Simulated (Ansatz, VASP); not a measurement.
# Bi2Te2PbS2 in two plane-wave programs, part 2 of 2

Wanted: the spread between two codes on one cell, functional and k mesh.  Other levels of theory on this material are compared in a session of their own. Valence electrons are named where the data sets of a main pair hold unlike numbers.

VASP 6.6.1 and Ansatz 0.2.0.

So far: The structure; VASP: single point, r2SCAN.

### 3. Ansatz: single point, r2SCAN

Level of this step: Ansatz beside VASP: Kohn-Sham DFT, plane waves, r2SCAN (Ansatz).

Ansatz runs on its default PAW (the set named soft_2) files.

The same cell, functional, mesh and smearing now go to Ansatz, which takes its cutoff from its data sets.

input.yaml

```yaml
crystal:
  lattice:
    - [4.2701, 0.0, 0.0]
    - [-2.13505, 3.698015077, 0.0]
    - [0.0, 0.0, 25.4540012116]
  atoms:
    - { symbol: Te, position: [0.666666667, 0.333333333, 0.705350843] }
    - { symbol: Te, position: [0.666666667, 0.333333333, 0.294649157] }
    - { symbol: Bi, position: [0.0, 0.0, 0.635392264] }
    - { symbol: Bi, position: [0.333333333, 0.666666667, 0.364607736] }
    - { symbol: S, position: [0.333333333, 0.666666667, 0.566672077] }
    - { symbol: S, position: [0.0, 0.0, 0.433327923] }
    - { symbol: Pb, position: [0.666666667, 0.333333333, 0.5] }
hamiltonian:
  xc: r2scan
  pseudopotentials: { kind: paw }
kpoints:
  mp_grid: { grid: [9, 9, 1] }
scf:
  occupations: { method: gaussian, width: 0.05 }
  n_extra_bands: 5
efield:
  axis: 3
  dipole_correction: true
  ramp_width: 0.04
output:
  forces: true
  eigenvalues: true
  write_density: true
  write_potential: true
  elf: true
  volumetric_format: npy
```

Launch:

```sh
$ ansatz run input.yaml --threads 4 --pin off --max-ram 9216MiB --backend cpu --events-out ev --progress --plain --runs-dir out
```

Numbers of over 12 decimals in the logs are rounded to 6 here.

What it wrote:

```text
scf.n_extra_bands = 5 over 44 filled bands (N_el = 88.0): the run solves 49 bands
Engine: ansatz 0.2.0, x86_64-unknown-linux-gnu
Pseudopotentials: kind: paw
Pseudopotential: Te, paw, valence charge 16, recommended cutoff 500 eV (meta_gga), Te.paw.azcp
Pseudopotential: Bi, paw, valence charge 15, recommended cutoff 500 eV (meta_gga), Bi.paw.azcp
Pseudopotential: S, paw, valence charge 6, recommended cutoff 500 eV (meta_gga), S.paw.azcp
Pseudopotential: Pb, paw, valence charge 14, recommended cutoff 500 eV (meta_gga), Pb.paw.azcp
Functional definition: r2SCAN
  parameter k0 = 0.174
  parameter k1 = 0.065
  parameter a1 = 4.9479
  exchange = r2scan_x(k0 = k0, k1 = k1, a1 = a1)
  correlation = r2scan_c
Crystal: 7 atoms, lattice volume = 401.941 Å³
Basis set: ecut = 500 eV, 10251 PW (Γ), exchange–correlation on 128×128×768 points (64 copies of the dense FFT grid, shifted against one another)
Bands: 49, of which v1, the nominal top of the filled ones, is band 44 counted from 1 (43 counted from 0)
Symmetry: 6 space group operations
k-points: 12 of 81 (time reversal used)
Non-local potential: Te, projectors of the file, l = 0: 2, l = 1: 2, l = 2: 2, l = 3: 2
Non-local potential: Bi, projectors of the file, l = 0: 2, l = 1: 2, l = 2: 2, l = 3: 2
Non-local potential: S, projectors of the file, l = 0: 2, l = 1: 2, l = 2: 2
Non-local potential: Pb, projectors of the file, l = 0: 2, l = 1: 2, l = 2: 2, l = 3: 2
PAW form: soft (Blöchl's): semilocal exchange-correlation on the pseudo side does not see the compensation charge
PAW frozen core: Te, regenerated for the run's functional (the file was generated under x = pbe(κ = 0.804, μ = 0.219515), c = pbe(β = 0.066725))
PAW frozen core: Bi, regenerated for the run's functional (the file was generated under x = pbe(κ = 0.804, μ = 0.219515), c = pbe(β = 0.066725))
PAW frozen core: S, regenerated for the run's functional (the file was generated under x = pbe(κ = 0.804, μ = 0.219515), c = pbe(β = 0.066725))
PAW frozen core: Pb, regenerated for the run's functional (the file was generated under x = pbe(κ = 0.804, μ = 0.219515), c = pbe(β = 0.066725))
PAW one-centre angular grid: Te, 590 points (default); XC on 160 Gauss nodes
PAW one-centre angular grid: Bi, 590 points (default); XC on 160 Gauss nodes
PAW one-centre angular grid: S, 302 points (default); XC on 160 Gauss nodes
PAW one-centre angular grid: Pb, 590 points (default); XC on 160 Gauss nodes
Initial density: superposition of atomic densities (neutral atoms: chi_scale 0, normalization atom), corrected by the library's trained network
Initial wavefunctions: pseudopotential atomic-orbital guess
Functional: x = r2scan, c = r2scan; τ floored in thin density (d = 2e-4 eV/Å³)
SCF iter   1: F=—  HF=-52547.147741 eV  |F-HF|=—  |Δ(HF+E_count)|=         —  Δρ=3.48e-3  dr2=1.74e-1  dr2_τ=1.12e-2  ethr=1.77e-3  p=0.000 e·Å  D=1.02e-13 V/Å  ΔV_dip=-0.00 eV  dr2_dipole=2.92e-8  V_vac-E_F(+/−)=4.90/4.90 eV  ⟨swp⟩=8.6  Hψ=2733  notcnv=0
efield: sawtooth ramp at fractional position 0.9800 (placed from the atoms, in the widest stretch of the axis that holds none; the zero of the levels goes with the place), width 0.0400; the density the first Hamiltonian is built on has a dipole p = 0.000 e·Å; the dipole correction subtracts the counter field D = 1.02e-13 V/Å, which shifts the + side's vacuum level by -0.00 eV against the − side's; the planar-averaged density in the ramp window peaks in size at 1.0e-5 e/Å³
preconditioner: auto → Resta (q_TF=auto, 2.118 Å⁻¹)  ε∞=2.5  [insulator: Δε(μ)=1.273 eV  Ē_g=10.429 eV  σ=0.050 eV  W_gap=1.00  n_scr=82 (ndim 8)  ℏωp=12.8 eV  f_vac=0.459  D(μ)=0.00/eV (n_scr^D=0)  ε∞_Penn≈2.5  vacuum switching on, ρ_ref=7.9e-3 e/Å³]
SCF iter   2: F=—  HF=-52547.178923 eV  |F-HF|=—  |Δ(HF+E_count)|=   3.12e-2  Δρ=2.51e-3  dr2=2.30e-1  dr2_τ=1.46e-3  ethr=1.98e-4  p=0.000 e·Å  D=3.11e-5 V/Å  ΔV_dip=-0.00 eV  dr2_dipole=2.06e-7  V_vac-E_F(+/−)=5.29/5.29 eV  ⟨swp⟩=3.0  Hψ=887  notcnv=0  defer=12
SCF iter   3: F=—  HF=-52547.161700 eV  |F-HF|=—  |Δ(HF+E_count)|=   1.72e-2  Δρ=1.44e-3  dr2=1.76e-2  dr2_τ=1.47e-4  ethr=1.98e-4  p=-0.000 e·Å  D=-8.75e-6 V/Å  ΔV_dip=0.00 eV  dr2_dipole=2.82e-8  V_vac-E_F(+/−)=5.07/5.07 eV  ⟨swp⟩=3.1  Hψ=755  notcnv=0  defer=12
SCF iter   4: F=—  HF=-52547.161726 eV  |F-HF|=—  |Δ(HF+E_count)|=   2.55e-5  Δρ=4.97e-4  dr2=8.62e-4  dr2_τ=2.94e-5  ethr=2.00e-5  p=0.000 e·Å  D=2.23e-5 V/Å  ΔV_dip=-0.00 eV  dr2_dipole=1.14e-7  V_vac-E_F(+/−)=5.13/5.13 eV  ⟨swp⟩=1.5  Hψ=705  notcnv=0  defer=12
SCF iter   5: F=—  HF=-52547.162053 eV  |F-HF|=—  |Δ(HF+E_count)|=   3.28e-4  Δρ=1.57e-4  dr2=7.33e-5  dr2_τ=1.98e-6  ethr=9.80e-7  p=-0.000 e·Å  D=-6.82e-5 V/Å  ΔV_dip=0.00 eV  dr2_dipole=1.16e-6  V_vac-E_F(+/−)=5.14/5.14 eV  ⟨swp⟩=2.0  Hψ=873  notcnv=0  defer=12
SCF iter   6: F=—  HF=-52547.162308 eV  |F-HF|=—  |Δ(HF+E_count)|=   2.54e-4  Δρ=3.88e-5  dr2=4.34e-5  dr2_τ=2.60e-7  ethr=8.33e-8  p=0.001 e·Å  D=3.59e-4 V/Å  ΔV_dip=-0.01 eV  dr2_dipole=3.17e-5  V_vac-E_F(+/−)=5.13/5.14 eV  ⟨swp⟩=2.2  Hψ=918  notcnv=0  defer=12
SCF iter   7: F=—  HF=-52547.162305 eV  |F-HF|=—  |Δ(HF+E_count)|=   2.94e-6  Δρ=2.19e-5  dr2=9.53e-6  dr2_τ=7.33e-8  ethr=4.93e-8  p=-0.000 e·Å  D=-1.59e-4 V/Å  ΔV_dip=0.00 eV  dr2_dipole=6.09e-6  V_vac-E_F(+/−)=5.14/5.13 eV  ⟨swp⟩=2.0  Hψ=666  notcnv=0  defer=12
SCF iter   8: F=—  HF=-52547.162305 eV  |F-HF|=—  |Δ(HF+E_count)|=   2.80e-7  Δρ=1.07e-5  dr2=6.25e-7  dr2_τ=1.54e-8  ethr=1.08e-8  p=-0.000 e·Å  D=-2.62e-5 V/Å  ΔV_dip=0.00 eV  dr2_dipole=1.70e-7  V_vac-E_F(+/−)=5.14/5.14 eV  ⟨swp⟩=2.0  Hψ=659  notcnv=0  defer=12
SCF iter   9: F=-52547.162305 eV  HF=-52547.162305 eV  |F-HF|=2.05e-8  |Δ(HF+E_count)|=   6.84e-7  Δρ=3.40e-6  dr2=8.35e-8  dr2_τ=2.60e-9  ethr=1.14e-10  p=-0.000 e·Å  D=-3.70e-6 V/Å  ΔV_dip=0.00 eV  dr2_dipole=3.73e-9  V_vac-E_F(+/−)=5.14/5.14 eV  ⟨swp⟩=15.5  Hψ=5775  notcnv=0
SCF 1 converged in 9 iterations: F = -52547.162305 eV  dr2 = 8.35e-8
  greatest PAW one-centre occupation: 0.997 electrons in one spin orbital (limit 2), on the Te atom at site 1 (counted from 0), in its partial waves of l = 2
WARN: The output density's exchange-correlation potential varies sharply where the density is thin. Do not read a vacuum level from v_tot or v_xc, or from such a field of the output density. On a cell that repeats whose density bears no net charge and no dipole along the vacuum's axis use v_es (v_loc + v_h of the components); under efield.dipole_correction with no amplitude use v_es + v_field, which holds any externa [...]
SCF converged after 9 iterations
Free energy (F): -52547.162305 eV
Harris-Foulkes:  -52547.162305 eV  (|F-HF|=2.05e-8)
Internal energy: -52547.162305 eV  (E = F + TS)
E sigma→0 (E₀):  -52547.162305 eV
Fermi energy:    1.961892 eV
Dipole field:    D = 0.000054 V/Å  (p = 0.000121 e·Å, saw-weighted, corrected)
Work function:   Φ+ = 5.1351 eV   Φ− = 5.1365 eV
Levels:          The Fermi level and band energies are counted from a zero that moves with the ramp; work functions are not
--- Per-component energies (eV) ---
  E_band       = -1440.935102
  E_kinetic    = 1457.076791
  E_local      = -50798.815313  (includes V_loc(G=0)·N_el)
  E_nonlocal   = 912.871497
  E_hartree    = 24762.818252
  E_xc         = -904.186115
  E_vxc        = -870.308909  (∫ρ·V_xc dr)
  E_paw        = -42399.007710  (= ΣΔE_a)
  E_vpaw       = -1722.157980  (= ΣTr[D̂ρ^β])
  E_aug_tail   = -0.000617  (compensation charges beyond the density's cutoff)
  E_vtau       = 54.788781  (kinetic-family band-sum trace: ∫τ·v_τ [+ j·A + Jᵃ·Aᵃ] dr)
  E_efield     = 0.000000  (sawtooth field / dipole correction)
  E_vefield    = 0.000000  (∫n·V_field dr)
  E_ewald      = 14419.014136
  E_core_change = 3.066774  (= ΣΔE_core)
  E_smearing   = -0.000000  (= −TS)
  E_closure    = -0.000000  (closes the sum)
  Σ components = -52547.162305   (vs F -52547.162305, Δ=0.00e0)
--- Forces (eV/Å), atoms counted from 1 ---
  atom   1  Te     0.00000000     0.00000000    -0.10748418
  atom   2  Te    -0.00000000    -0.00000000     0.10747094
  atom   3  Bi    -0.00000000     0.00000000     0.15011863
  atom   4  Bi     0.00000000    -0.00000000    -0.15014136
  atom   5  S      0.00000000     0.00000000    -0.03249999
  atom   6  S     -0.00000000    -0.00000000     0.03234089
  atom   7  Pb    -0.00000000     0.00000000     0.00018334
  max |Σ_I F_I| component: 1.17e-5 eV/Å
--- Band table (eV; the first three rows and the last of 12) ---
  k-point 0: bands = [... 40 lower, 0.9169, 0.9697, 0.9697, 1.2514, 2.5915, 3.5002, 3.5679, 3.5679, ... 1 higher]
  k-point 1: bands = [... 40 lower, 0.8137, 0.8906, 1.1836, 1.2793, 3.0671, 3.6798, 3.7719, 3.8396, ... 1 higher]
  k-point 2: bands = [... 40 lower, 0.5482, 0.7474, 1.0098, 1.2280, 3.3318, 3.7721, 4.1278, 4.5339, ... 1 higher]
  k-point 11: bands = [... 40 lower, -0.1219, 0.7031, 0.7032, 1.0639, 4.0147, 4.0148, 4.8263, 5.2450, ... 1 higher]
```

The job ended after 12 s (4 threads of Intel Xeon Platinum 8488C (Sapphire Rapids), shared host; peak memory 1.7 GiB; 43 s of CPU time).

### 4. Differences

Known differences besides the potentials themselves: VASP keeps PBE cores, Ansatz makes them for the functional; the data sets hold 88 valence electrons in Ansatz (on its default PAW (the set named soft_2) files) and 38 in VASP; the cutoff is 500 eV in Ansatz and 350 eV in VASP (PREC = Normal). Total energies have different zeros and are not compared.

Compared:

| quantity | Ansatz | VASP | difference |
| --- | --- | --- | --- |
| gap on the k mesh (eV) | 1.263 | 1.254 | +0.009 |

Forces (eV/Å; atoms numbered as in POSCAR):

| atom | Ansatz x, y, z | VASP x, y, z |
| --- | --- | --- |
| Te1 | 0.000, 0.000, -0.107 | 0.000, 0.000, -0.084 |
| Te2 | 0.000, 0.000, 0.107 | 0.000, 0.000, 0.084 |
| Bi3 | 0.000, 0.000, 0.150 | 0.000, 0.000, 0.096 |
| Bi4 | 0.000, 0.000, -0.150 | 0.000, 0.000, -0.096 |
| S5 | 0.000, 0.000, -0.032 | 0.000, 0.000, -0.047 |
| S6 | 0.000, 0.000, 0.032 | 0.000, 0.000, 0.047 |
| Pb7 | 0.000, 0.000, 0.000 | 0.000, 0.000, 0.000 |

The forces differ by 19 meV/Å r.m.s., which is 44.5 % of the r.m.s. force of 0.042 eV/Å (both taken over all components). A gap on the mesh is an upper bound, since the band edges may lie between its points; neither run holds spin-orbit coupling, which can move the band edges of a compound of Bi. With vacuum in the cell, a pressure given here is an average over mostly empty space and none of the material.

### 5. What the set-up changes

Further runs change the set-up of one program: Ansatz's method, potentials or start, or VASP's data sets, cutoff or form of LDA. The table gives Ansatz less VASP for each quantity, since a change that brings one quantity closer may part another.

| run | r.m.s. force difference (meV/Å) | gap on the k mesh (eV) |
| --- | --- | --- |
| as above | 19 | 0.0090 |
| cores kept as stored | 18 | 0.0082 |
| Ansatz's larger PAW set (cutoff 700 eV) | 18 | 0.013 |
| norm-conserving potentials (cutoff 1230 eV) | 20 | 0.017 |

### 6. Summary of results

| Property | Result |
| --- | --- |
| r.m.s. force difference (single point, r2SCAN) | 19 meV/Å |

The r.m.s. force difference is 19 meV/Å (single point, r2SCAN), beyond the 12 meV/Å picked in this series as the mark of a large difference. The data sets hold unlike numbers of valence electrons (88 in Ansatz and 38 in VASP), so part of the differences comes from the potentials. Single point, r2SCAN, Ansatz's larger PAW set (cutoff 700 eV): the difference in gap on the k mesh goes from 0.0090 to 0.013 eV. Single point, r2SCAN, norm-conserving potentials (cutoff 1230 eV): the difference in gap on the k mesh goes from 0.0090 to 0.017 eV. 12 further runs of this series are not shown here. Such differences can come from data sets, numerical settings and the points named under the comparisons, not from the functional's error against experiment.

[Lines on the potential files, build, host, timing and source positions are cut from VASP's logs without a mark.]

[Logs are printed without paths, hosts, clocks, repeated set-up lines and the standing remarks that a program may print on its own settings, such as how far it seeks lower states.]

[Hosts, paths, dates, database ids (printed as entryN), source tags and the programs' standing remarks are cut or masked in the printed files.]
